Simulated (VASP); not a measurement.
# TiN: relaxation of cell and atoms with PBE

The system is TiN.

```
Ti N
1.0
     0.00000    2.11900    2.11900
     2.11900    0.00000    2.11900
     2.11900    2.11900    0.00000
Ti N
1 1
Direct
  0.00000 0.00000 0.00000
  0.50000 0.50000 0.50000
```

| Property | Result |
| --- | --- |
| Program | VASP 6.6.1 |
| Task | relaxation of cell and atoms |
| Functional | PBE |
| Potentials or basis | VASP PAW PBE potentials, release 64 (Ti_sv, N) |
| Cutoff | 520 eV |
| k mesh | 8 × 8 × 8 |
| Occupations | gaussian, width 0.02 eV |
| Spin | no spin polarisation |
| Further INCAR settings | ALGO = Normal; EDIFF = 1e-07; IBRION = 2; EDIFFG = -0.002; NSW = 80; ISIF = 3 |

| Quantity | Value |
| --- | --- |
| Relaxed volume | 9.60 Å³/atom |
| Relaxed cell | a = 3.005 Å, b = 3.005 Å, c = 3.005 Å, α = 60.00°, β = 60.00°, γ = 60.00° |
| Space group after relaxing (to 0.05 Å) | Fm-3m (No. 225) |
| Energy gained by relaxing | 0.6 meV/atom |
| Ionic steps | 14 |
| Pressure after relaxing | 0.0 GPa |
| Band gap on the k mesh | none (metal or under the smearing width) |

Step by step:
| step | energy change (eV) | largest force (eV/Å) | pressure (GPa) | volume (Å³) |
| --- | --- | --- | --- | --- |
| 1 | 0.0000 | 0.0000 | 2.42 | 19.03 |
| 2 | 0.0012 | 0.0000 | -3.26 | 19.43 |
| 3 | -0.0012 | 0.0000 | -0.11 | 19.19 |
| 4 | -0.0012 | 0.0000 | 0.10 | 19.19 |
| 5 | -0.0012 | 0.0000 | 0.08 | 19.19 |
| 6 | -0.0012 | 0.0000 | 0.07 | 19.19 |
| 7 | -0.0012 | 0.0000 | 0.06 | 19.19 |
| 8 | -0.0012 | 0.0000 | 0.04 | 19.19 |
| 9 | -0.0012 | 0.0000 | 0.04 | 19.19 |
| 10 | -0.0012 | 0.0000 | 0.04 | 19.19 |
| 11 | -0.0012 | 0.0000 | 0.04 | 19.19 |
| 12 | -0.0012 | 0.0000 | 0.03 | 19.19 |
| 13 | -0.0012 | 0.0000 | 0.03 | 19.19 |
| 14 | -0.0012 | 0.0000 | 0.01 | 19.19 |

Final structure:
```xyz
2
Lattice="0.0000 2.1251 2.1251 2.1251 0.0000 2.1251 2.1251 2.1251 0.0000" Properties=species:S:1:pos:R:3 pbc="T T T"
Ti    2.1251    2.1251    0.0000
N     2.1251    2.1251    2.1251
```

Levels at points of the mesh, in eV from the Fermi level:
| k point | band 6 | band 7 | band 8 | band 9 | band 10 | band 11 | band 12 |
| --- | --- | --- | --- | --- | --- | --- | --- |
| (0.00, 0.00, 0.00) | -2.08 | -2.08 | -2.08 | -0.63 | -0.63 | -0.63 | 0.55 |
| (0.50, 0.00, 0.00) | -8.07 | -5.48 | -5.48 | 1.65 | 1.65 | 2.31 | 5.66 |
| (0.50, 0.50, 0.00) | -5.85 | -3.26 | -3.26 | -3.06 | 1.60 | 2.34 | 2.34 |

It took 52 s on 1 thread of AMD EPYC 7R13 Processor (Zen 3), on a shared host, peak memory 0.11 GiB.

PBE usually gives volumes a little too large and moduli too small. Zero-point motion and thermal expansion aren't in these numbers.
